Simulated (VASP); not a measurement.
Shape and ions are relaxed at each volume.

```
CELL_PARAMETERS angstrom
      1.80308    -3.12302     0.00000
      1.80308     3.12302     0.00000
      0.00000     0.00000     5.60526
ATOMIC_POSITIONS crystal
  Tm 0.33333 0.66667 0.25000
  Tm 0.66667 0.33333 0.75000
```

Calculation: vdW-DF2, VASP's PBE PAW potentials (set 64) (plane waves; VASP). Run with 520 eV cut-off, 12×12×7 Γ-centred mesh, first-order Methfessel-Paxton smearing of 0.10 eV, potentials Tm_3.

The 4f electrons are frozen in the core of the lanthanide potential, so 4f levels, which can set the real gap, and their magnetism are missing.

Give the energy at these volumes per atom, relative to the lowest: 29.51, 30.45, 31.39, 32.33, 33.27 Å³.

20.8, 5.7, 0.0, 2.4, 12.0 meV/atom. A third-order Birch-Murnaghan fit gives B0 = 45.4 GPa and B0′ = 3.3.

Measured: bulk modulus 44.5 GPa (computed value off by +2.1 %), as given by Wikipedia, Thulium (infobox). The calculation is for a static lattice, while the measured bulk modulus holds thermal and zero-point effects, which are part of the difference.

The compound is Tm in the hcp structure. It was relaxed first.
